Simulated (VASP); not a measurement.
Given:

```yaml
crystal:
  lattice:
    - [2.11610, -3.68260, 0.00000]
    - [2.11610, 3.68260, 0.00000]
    - [0.00000, 0.00000, 6.76945]
  atoms:
    - { symbol: Mg, position: [0.00000, 0.00000, 0.00000] }
    - { symbol: I, position: [0.33333, 0.66667, 0.24200] }
    - { symbol: I, position: [0.68242, 0.34909, 0.75800] }
```

Level of theory: PBE GGA, VASP's PBE PAW potentials (set 64) (plane waves; VASP 6.6.1). Settings: 400 eV cut-off, KSPACING 0.35 per Å, Gaussian smearing of 0.050 eV, potentials Mg I.

Give the force on each atom (eV/Å).

```tsv
atom	Fx	Fy	Fz
Mg1	0.074	0.008	0.010
I2	0.027	-0.002	-0.011
I3	-0.101	-0.006	0.001
```

Give the stress tensor in GPa (positive for a compressed cell).

```
 0.02  -0.01   0.26
-0.01  -0.12   0.02
 0.26   0.02   1.20
```
The pressure is its mean diagonal, 0.37 GPa.

The compound is MgI2 in the 1T layered structure. The cell was not relaxed at this level, atoms are displaced from their ideal sites. The run is one of a series of settings (KGAMMA = .TRUE., KSPACING = 0.35, KPOINTS file removed against the base run), some of them coarse on purpose.
